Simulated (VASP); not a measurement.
Level of theory: LDA (Ceperley-Alder, Perdew-Zunger), VASP's LDA PAW potentials (set 64) (plane waves; VASP 6.6.1).

A VASP calculation is set up with these files.

### INCAR
```
EDIFFG = -0.02
NELM = 100   ! most electronic steps
ALGO = Normal
IBRION = 2
LREAL = .False.
LCHARG = .False.
NSW = 40   ! most ionic steps
SYSTEM = SrTiO3
LWAVE = .False.
ENCUT = 620   ! plane-wave cut-off (eV)
EDIFF = 1E-6   ! SCF stop (eV)
LMAXMIX = 4   ! l cut-off of mixed one-centre charges
PSTRESS = 200   ! kbar
LASPH = .True.   ! aspherical one-centre terms
ISIF = 3
ISMEAR = 0
PREC = Accurate
SIGMA = 0.05
```

**POSCAR**
```
SrTiO3
1.0
  3.7551516671   0.0000000000   0.0000000000
  0.0000000000   3.7551516671   0.0000000000
  0.0000000000   0.0000000000   3.7551516671
Sr Ti O
1 1 3
Cartesian
  0.0000000000   0.0000000000   0.0000000000
  1.8775758335   1.8775758335   1.8775758335
  1.8775758335   0.0000000000   1.8775758335
  0.0000000000   1.8775758335   1.8775758335
  1.8775758335   1.8775758335   0.0000000000
```

File KPOINTS:
```
Automatic mesh
0
Gamma
6 6 6
0 0 0
```

POTCAR, in this order: Sr_sv Ti_sv O (LDA.64 set). Program: vasp_std.

Output

**OUTCAR**
```
 ion  position               nearest neighbor table
   1  0.000  0.000  0.000-   3 2.66   4 2.66   5 2.66   3 2.66   4 2.66   4 2.66   5 2.66   4 2.66
                             3 2.66   5 2.66   3 2.66   5 2.66   2 3.25   2 3.25   2 3.25   2 3.25
   2  0.500  0.500  0.500-   3 1.88   4 1.88   5 1.88   5 1.88   3 1.88   4 1.88   1 3.25   1 3.25
                             1 3.25   1 3.25   1 3.25   1 3.25   1 3.25   1 3.25
   3  0.500  0.000  0.500-   2 1.88   2 1.88   1 2.66   1 2.66   1 2.66   1 2.66
   4  0.000  0.500  0.500-   2 1.88   2 1.88   1 2.66   1 2.66   1 2.66   1 2.66
   5  0.500  0.500  0.000-   2 1.88   2 1.88   1 2.66   1 2.66   1 2.66   1 2.66
  LATTYP: Found a simple cubic cell.
 ALAT       =     3.7551516671
 Subroutine PRICEL returns:
 Original cell was already a primitive cell.
 Subroutine GETGRP returns: Found 48 space group operations
The static configuration has the point symmetry O_h .
The dynamic configuration has the point symmetry O_h .
 Subroutine INISYM returns: Found 48 space group operations
 Subroutine IBZKPT returns following result:
 Found     20 irreducible k-points:

 Following reciprocal coordinates:
            Coordinates               Weight
  0.000000  0.000000  0.000000      1.000000
  0.166667  0.000000  0.000000      6.000000
  0.333333  0.000000  0.000000      6.000000
  0.500000  0.000000  0.000000      3.000000
...
```

File OSZICAR:
```
       N       E                     dE             d eps       ncg     rms          rms(c)
DAV:   1     0.495465293552E+03    0.49547E+03   -0.24702E+04   960   0.215E+03
DAV:   2    -0.295162600314E+01   -0.49842E+03   -0.48913E+03  1136   0.556E+02
DAV:   3    -0.512482357618E+02   -0.48297E+02   -0.46319E+02  1392   0.159E+02
DAV:   4    -0.534469958366E+02   -0.21988E+01   -0.21978E+01  1368   0.307E+01
DAV:   5    -0.535012892663E+02   -0.54293E-01   -0.54292E-01  1328   0.414E+00    0.330E+01
DAV:   6    -0.439447702562E+02    0.95565E+01   -0.59843E+01  1376   0.791E+01    0.212E+01
DAV:   7    -0.439635574186E+02   -0.18787E-01   -0.67896E+00  1200   0.219E+01    0.133E+01
DAV:   8    -0.439700109355E+02   -0.64535E-02   -0.13211E+00  1328   0.134E+01    0.284E+00
DAV:   9    -0.439135869877E+02    0.56424E-01   -0.28559E-01  1208   0.641E+00    0.763E-01
DAV:  10    -0.439158357648E+02   -0.22488E-02   -0.93236E-02  1376   0.259E+00    0.542E-01
DAV:  11    -0.439126768317E+02    0.31589E-02   -0.38546E-02  1232   0.138E+00    0.207E-01
DAV:  12    -0.439123829919E+02    0.29384E-03   -0.26148E-03  1232   0.548E-01    0.549E-02
DAV:  13    -0.439123945086E+02   -0.11517E-04   -0.22301E-04  1352   0.116E-01    0.213E-02
DAV:  14    -0.439123975888E+02   -0.30802E-05   -0.31657E-05  1376   0.627E-02    0.974E-03
DAV:  15    -0.439123967793E+02    0.80956E-06   -0.77457E-06  1064   0.279E-02
   1 F= -.37302391E+02 E0= -.37302391E+02  d E =-.373024E+02
```

OUTCAR:
```
------------------------ aborting loop because EDIFF is reached ----------------------------------------
  FORCE on cell =-STRESS in cart. coord.  units (eV):
  Direction    XX          YY          ZZ          XY          YZ          ZX
  --------------------------------------------------------------------------------------
  Total        6.5465252      6.5465252      6.5465252      0.0000000      0.0000000     -0.0000000
  in kB      198.0792497    198.0792497    198.0792497      0.0000000      0.0000000     -0.0000000
  external PRESSURE =      -1.9207503 kB  Pullay stress =     200.0000000 kB
  volume of cell :       52.95
      direct lattice vectors                 reciprocal lattice vectors
     3.755151667  0.000000000  0.000000000     0.266300828  0.000000000  0.000000000
     0.000000000  3.755151667  0.000000000     0.000000000  0.266300828  0.000000000
     0.000000000  0.000000000  3.755151667     0.000000000  0.000000000  0.266300828
 POSITION                                       TOTAL-FORCE (eV/Angst)
 -----------------------------------------------------------------------------------
      0.00000      0.00000      0.00000         0.000000      0.000000      0.000000
      1.87758      1.87758      1.87758         0.000000      0.000000      0.000000
      1.87758      0.00000      1.87758         0.000000      0.000000      0.000000
      0.00000      1.87758      1.87758         0.000000      0.000000      0.000000
      1.87758      1.87758      0.00000         0.000000      0.000000      0.000000
 -----------------------------------------------------------------------------------
    total drift:                                0.000000      0.000000     -0.000000
  FREE ENERGIE OF THE ION-ELECTRON SYSTEM (eV)
  ---------------------------------------------------
  free  energy   TOTEN  =       -43.9123967793 eV

  energy  without entropy=      -43.9123967793  energy(sigma->0) =      -43.91239678
  enthalpy is  TOTEN    =       -37.3023906742 eV   P V=        6.6100061051

 reached required accuracy - stopping structural energy minimisation
```
(Selected blocks of OUTCAR.)

The compound is SrTiO3 in the cubic perovskite structure, the ideal cubic form; the compound distorts at low or room temperature. It was relaxed first under an external pressure of 20 GPa.
